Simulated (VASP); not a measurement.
Here is the system:

```yaml
crystal:
  lattice:
    - [0.00000, 2.79727, 2.79727]
    - [2.79727, 0.00000, 2.79727]
    - [2.79727, 2.79727, 0.00000]
  atoms:
    - { symbol: Lu, position: [0.00000, 0.00000, 0.00000] }
    - { symbol: Se, position: [0.50000, 0.50000, 0.50000] }
```

These are r2SCAN meta-GGA, VASP's PBE PAW potentials (set 64) (plane waves; VASP 6.6.1) values and carry that method's errors. Numerical set-up: 480 eV cut-off, 10×10×10 Γ-centred mesh, first-order Methfessel-Paxton smearing of 0.10 eV, potentials Lu_3 Se.

Stress in GPa, positive for a compressed cell; the cube axes lie along x, y and z, and the ions stay on their sites.

| strain | σxx | σyy | σzz |
|---|---|---|---|
| none | -0.01 | -0.01 | -0.01 |
| εxx = +2.0 %, εzz = +2.0 % | -4.43 | -1.22 | -4.43 |
| εxx = +0.5 %, εyy = +0.5 %, εzz = +0.5 % | -1.39 | -1.39 | -1.39 |

Question: Fit C11 and C12 to these rows, and predict the stress for εxx = +3.0 %, εzz = +3.0 %.

Answer: Least squares on Δσ_i = −C11 ε_i − C12 (ε_j + ε_k) over all components shown gives C11 = 192 GPa and C12 = 31 GPa, and so σxx, σyy, σzz = -6.70, -1.89, -6.70 GPa. The run gave -6.22, -1.69, -6.22 GPa; the difference holds the non-linear terms and numerical noise.

Left out are shears, moved atoms, failed runs and, from the fit, strains over 2.5 %.

The structure comes from a computed database's LuSe entry (Fm-3m); how it stands against other phases isn't given here. The cell was not relaxed at this level. The electron count is odd and the run is not spin-polarised, which forces a metal.
